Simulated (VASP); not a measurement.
VASP runs on CsSnI$_{3}$ (space group Pm-3m) share one base input (PBEsol GGA, plane waves, VASP's PBE PAW potentials (set 64)) and change the settings named in each case.

**POSCAR**
```
CsSnI3
6.220
  1.0000000000   0.0000000000   0.0000000000
  0.0000000000   1.0000000000   0.0000000000
  0.0000000000   0.0000000000   1.0000000000
Cs Sn I
1 1 3
Cartesian
  0.0000000000   0.0000000000   0.0000000000
  0.5000000000   0.5000000000   0.5000000000
  0.5000000000   0.0000000000   0.5000000000
  0.0000000000   0.5000000000   0.5000000000
  0.5000000000   0.5000000000   0.0000000000
```

INCAR:
```
SYSTEM = CsSnI3
PREC = Accurate
ENCUT = 300
EDIFF = 1E-6
NELM = 100
ALGO = Normal
LREAL = .FALSE.
LASPH = .TRUE.
ISMEAR = -1
SIGMA = 0.01
GGA = PS
LMAXMIX = 4
LWAVE = .FALSE.
LCHARG = .FALSE.
ISIF = 2
```

### KPOINTS
```
Automatic mesh
0
Gamma
3 3 3
0 0 0
```

POTCAR, in this order: Cs_sv Sn_d I (PBE.64 set). Program: vasp_std.

| change | E(σ→0) (eV/atom) | pressure (GPa) |
|---|---|---|
| base run | -3.0526 | -1.12 |
| GGA removed, POTCAR Cs_sv Sn_d I (LDA.64 set) | -3.2382 | -1.97 |
| GGA_COMPAT = .FALSE., LNONCOLLINEAR = .TRUE., LSORBIT = .TRUE., MAGMOM = 0.0 0.0 0.0 0.0 0.0 0.0 0.0 0.0 0.0 0.0 0.0 0.0 0.0 0.0 0.0, program vasp_ncl | -3.1750 | -1.08 |
| KPOINTS 6×6×6 Γ-centred mesh | -3.0117 | -0.75 |
 Energies of different potentials or functionals have different zeros.  Unless said otherwise, spin-orbit coupling is left out, though it shifts the bands of the heavy elements here. At 300 eV the pressure can carry a Pulay error.

Left out are runs that ran out of time, are held back, or changed the cell or the kind of run, fixed moments of cells without a moment, rows past the twelfth, gaps on odd meshes, pressures of charged cells and columns that move by less than the noise.

The structure is a typed CsSnI3 crystal. The cell was not relaxed at this level.
